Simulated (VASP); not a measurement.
An input for Quantum ESPRESSO's pw.x (written as the equivalent of a VASP run, and not itself run):

```
&CONTROL
  calculation = 'scf'
  pseudo_dir = './pseudo'
  outdir = './out'
  tprnfor = .true.
  tstress = .true.
/
&SYSTEM
  ibrav = 0
  nat = 2
  ntyp = 2
  ecutwfc = 84
  occupations = 'tetrahedra'
  input_dft = 'pz'
/
&ELECTRONS
  conv_thr = 7.3e-09
  electron_maxstep = 100
/
ATOMIC_SPECIES
  Ti 47.867 Ti.upf
  N 14.007 N.upf
CELL_PARAMETERS angstrom
     0.0000000    2.0881107    2.0881107
     2.0881107    0.0000000    2.0881107
     2.0881107    2.0881107    0.0000000
ATOMIC_POSITIONS crystal
  Ti   0.0000000  0.0000000  0.0000000
  N    0.5000000  0.5000000  0.5000000
K_POINTS automatic
  17 17 17 0 0 0
```

**Question.** Translate this input to VASP (INCAR, KPOINTS, POSCAR, choice of POTCAR).

**Answer.** One answer among several that fit: 
File POSCAR:
```
TiN
2.9530350
  0.0000000000   0.7071066655   0.7071066655
  0.7071066655   0.0000000000   0.7071066655
  0.7071066655   0.7071066655   0.0000000000
Ti N
1 1
Cart
  0.0000000000   0.0000000000   0.0000000000
  0.7071066655   0.7071066655   0.7071066655
```

**INCAR**
```
SYSTEM = TiN
PREC = Accurate
ENCUT = 520
EDIFF = 1E-7
NELM = 100
ALGO = Normal
LREAL = .FALSE.
LASPH = .TRUE.
ISMEAR = -5
LMAXMIX = 4
LWAVE = .FALSE.
LCHARG = .TRUE.
LORBIT = 11
NEDOS = 601
ISIF = 2
```

### KPOINTS
```
K-points
0
Gamma
17 17 17
0 0 0
```

POTCAR, in this order: Ti_sv N (LDA.64 set). Program: vasp_std.

What does not carry over: the potentials are each code's own (VASP's PAW set, PseudoDojo norm-conserving files in pw.x), so ENCUT and ecutwfc are chosen apart and not converted; conv_thr bounds pw.x's estimated SCF error, while EDIFF bounds the energy change between steps.

The compound is TiN in the rock salt structure. It was relaxed first.
